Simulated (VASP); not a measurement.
An input for Quantum ESPRESSO's pw.x (written as the equivalent of a VASP run, and not itself run):

```
&CONTROL
  calculation = 'scf'
  pseudo_dir = './pseudo'
  outdir = './out'
  tprnfor = .true.
  tstress = .true.
/
&SYSTEM
  ibrav = 0
  nat = 6
  ntyp = 2
  ecutwfc = 84
  occupations = 'tetrahedra'
  input_dft = 'pbesol'
/
&ELECTRONS
  conv_thr = 7.3e-09
  electron_maxstep = 100
/
ATOMIC_SPECIES
  Mg 24.305 Mg.upf
  F 18.998 F.upf
CELL_PARAMETERS angstrom
     4.6251002   -0.0000000    0.0000000
     0.0000000    4.6251002    0.0000000
     0.0000000    0.0000000    3.0542140
ATOMIC_POSITIONS crystal
  Mg   1.0000000  0.0000000  1.0000000
  Mg   0.5000000  0.5000000  0.5000000
  F    0.3030864  0.3030864  1.0000000
  F    0.8030864  0.1969136  0.5000000
  F    0.1969136  0.8030864  0.5000000
  F    0.6969136  0.6969136  0.0000000
K_POINTS automatic
  6 6 8 0 0 0
```

Problem. Translate this input to VASP (INCAR, KPOINTS, POSCAR, choice of POTCAR).

Solution. This is not unique; one that fits is 
File KPOINTS:
```
Automatic mesh
0
Gamma
6 6 8
0 0 0
```

File POSCAR:
```
MgF2
1
    4.6251001902    -0.0000000000     0.0000000000
    0.0000000000     4.6251001902     0.0000000000
    0.0000000000     0.0000000000     3.0542140270
Mg F
2 4
Direct
  1.0000000000   0.0000000000   1.0000000000
  0.5000000000   0.5000000000   0.5000000000
  0.3030863562   0.3030863562   1.0000000000
  0.8030863562   0.1969136438   0.5000000000
  0.1969136438   0.8030863562   0.5000000000
  0.6969136438   0.6969136438   0.0000000000
```

### INCAR
```
PREC = Accurate
ISIF = 2   # forces and stress, cell fixed
GGA = PS   # PBEsol
ISMEAR = -5
ENCUT = 520
LREAL = .FALSE.
NELM = 100   # most electronic steps
EDIFF = 1E-7   # SCF stop (eV)
ALGO = Normal   # blocked Davidson
LORBIT = 11   # lm-projected
LWAVE = .FALSE.
SYSTEM = MgF2
LASPH = .TRUE.   # aspherical one-centre terms
LCHARG = .TRUE.
NEDOS = 601
```

POTCAR, in this order: Mg F (PBE.64 set). Program: vasp_std.

What does not carry over: the potentials are each code's own (VASP's PAW set, PseudoDojo norm-conserving files in pw.x), so ENCUT and ecutwfc are chosen apart and not converted; conv_thr bounds pw.x's estimated SCF error, while EDIFF bounds the energy change between steps.

The compound is MgF2 in the rutile structure. It was relaxed first.
